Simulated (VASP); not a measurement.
Consider the following.

```
CELL_PARAMETERS angstrom
      0.00000     2.62013     2.74104
      2.67553     0.00000     2.74104
      2.67553     2.62013     0.00000
ATOMIC_POSITIONS crystal
  Cd 0.00000 0.00000 0.00000
  F  0.25000 0.25000 0.25000
  F  0.73395 0.76605 0.76605
```

These are PBE GGA, VASP's PBE PAW potentials (set 64) (plane waves; VASP 6.6.1) values and carry that method's errors. Run with PREC = Normal, 520 eV cut-off, 7×7×7 Γ-centred mesh, Gaussian smearing of 0.050 eV, potentials Cd F.

Task: What does the run give for the energy per atom (σ→0), pressure, largest force?

Result: 
```yaml
energy per atom (σ→0): -3.598 eV/atom
pressure: 8.69 GPa
largest_force: 0.463 eV/Å
```

The compound is CdF2 in the fluorite structure. The cell was not relaxed at this level, atoms are displaced from their ideal sites. The run is one of a series of settings (PREC = Normal against the base run), some of them coarse on purpose.
